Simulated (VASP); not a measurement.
Data:

```yaml
crystal:
  lattice:
    - [4.61415, -2.16439, -0.02084]
    - [4.61415, 2.16439, -0.02084]
    - [3.61521, 0.00000, 3.59245]
  atoms:
    - { symbol: Ca, position: [0.00000, 0.00000, 0.00000] }
    - { symbol: C, position: [0.16681, 0.83319, 0.50000] }
    - { symbol: C, position: [0.50000, 0.16681, 0.83319] }
    - { symbol: C, position: [0.83319, 0.50000, 0.16681] }
    - { symbol: C, position: [0.83319, 0.16681, 0.50000] }
    - { symbol: C, position: [0.50000, 0.83319, 0.16681] }
    - { symbol: C, position: [0.16681, 0.50000, 0.83319] }
```

Method: PBEsol GGA, VASP's PBE PAW potentials (set 64) (plane waves; VASP 6.6.1). Settings: 520 eV cut-off, 10×10×10 Γ-centred mesh, tetrahedra with Blöchl corrections, potentials Ca_sv C.

The cores are frozen, which limits the accuracy of field gradients.

Give the principal components of the electric field gradient (V/Å²) and the asymmetry η at each nucleus.

| atom | Vxx | Vyy | Vzz | η |
|---|---|---|---|---|
| Ca1 | 16.4 | 16.4 | -32.9 | 0.00 |
| C2 | -5.8 | -5.0 | 10.9 | 0.08 |
| C3 | -5.8 | -5.0 | 10.9 | 0.08 |
| C4 | -5.8 | -5.0 | 10.9 | 0.08 |
| C5 | -5.8 | -5.0 | 10.9 | 0.08 |
| C6 | -5.8 | -5.0 | 10.9 | 0.08 |
| C7 | -5.8 | -5.0 | 10.9 | 0.08 |

The compound is CaC6 in the sg166 structure. It was relaxed first.
